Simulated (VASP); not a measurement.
Data:

```xyz
4
Lattice="-2.4311 2.4311 3.5931 2.4311 -2.4311 3.5931 2.4311 2.4311 -3.5931" Properties=species:S:1:pos:R:3 pbc="T T T"
Na     0.0000     0.0000     0.0000
Cd     0.0000     2.4311     1.7965
Cd     2.4311     0.0000     1.7965
Cd     0.0000     0.0000     3.5931
```

Method: PBEsol GGA, VASP's PBE PAW potentials (set 64) (plane waves; VASP). Numerical set-up: 400 eV cut-off, Gaussian smearing of 0.050 eV, potentials Na_pv Cd.

Problem. Give the energies of bands 19 to 24 at the high-symmetry points, in eV from the Fermi level.

Solution. 
```tsv
band	Γ	X	P	N	M	S	R
19	-8.01	-4.46	-3.97	-5.49	-4.84	-4.45	-4.01
20	1.46	-4.24	-3.68	-5.02	-4.45	-4.33	-3.82
21	1.93	-1.40	-3.68	0.82	-1.16	-3.37	-3.75
22	1.93	-1.32	-2.18	1.14	-1.16	-0.52	-2.16
23	2.15	-1.23	2.73	1.19	-0.83	0.82	2.67
24	2.93	1.71	2.73	2.57	2.06	4.34	3.81
```

It has no gap at this level: it comes out as a metal or semimetal.

The structure comes from a computed database's NaCd3 entry (I4/mmm); how it stands against other phases isn't given here. It was relaxed first. The electron count is odd and the run is not spin-polarised, which forces a metal.
